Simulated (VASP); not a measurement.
**LiLu3: single point with PBE**

The system is LiLu3.

```xyz
8
Lattice="6.8393 0.0000 0.0000 -3.4197 5.9230 0.0000 0.0000 0.0000 5.4138" Properties=species:S:1:pos:R:3 pbc="T T T"
Lu    1.7172    0.9769    4.0854
Lu    5.1671    1.0503    4.0659
Lu    3.4074    3.9227    4.0278
Lu    1.7169    4.9551    1.3348
Lu   -1.6477    4.9269    1.3135
Lu   -0.0652    2.0062    1.3476
Li    3.4089    1.9871    1.4108
Li   -0.0103    3.9378    4.1371
```

The cell comes from a database or a generator and needn't be the stable form of this composition.

The cell isn't the ideal one: atoms moved at random, drawn with an rms of 0.05 Å.

```json
{
  "Program": "VASP 6.6.1",
  "Task": "single point",
  "Functional": "PBE",
  "Potentials or basis": "VASP PAW PBE potentials, release 64 (Lu, Li_sv)",
  "Cutoff": "520 eV",
  "k mesh": "5 × 5 × 5",
  "Occupations": "fermi-dirac, width 0.05 eV",
  "Spin": "no spin polarisation",
  "Further INCAR settings": "ALGO = Normal; EDIFF = 1e-07; NBANDS = 88"
}
```

```yaml
Largest_force: 0.413 eV/Å
Band_gap_on_the_k_mesh: none (metal or under the smearing width)
```

Forces on the atoms (eV/Å):
```
Lu   0.061  0.023 -0.139
Lu  -0.224 -0.188 -0.023
Lu   0.039  0.137  0.063
Lu   0.038 -0.066  0.065
Lu  -0.327  0.140  0.211
Lu   0.347 -0.077  0.154
Li   0.016 -0.011 -0.133
Li   0.050  0.042 -0.197
```

Levels at points of the mesh, in eV from the Fermi level:
| k point | band 74 | band 75 | band 76 | band 77 | band 78 | band 79 | band 80 | band 81 | band 82 | band 83 |
| --- | --- | --- | --- | --- | --- | --- | --- | --- | --- | --- |
| (0.00, 0.00, 0.00) | -1.23 | -1.19 | -0.93 | -0.89 | -0.26 | -0.26 | 0.13 | 0.16 | 0.39 | 0.44 |

It took 43 min on 1 thread of Intel(R) Xeon(R) 6975P-C (Granite Rapids), on a shared host, peak memory 0.9 GiB.

 Spin-orbit coupling is left out, which matters for the levels of Lu.
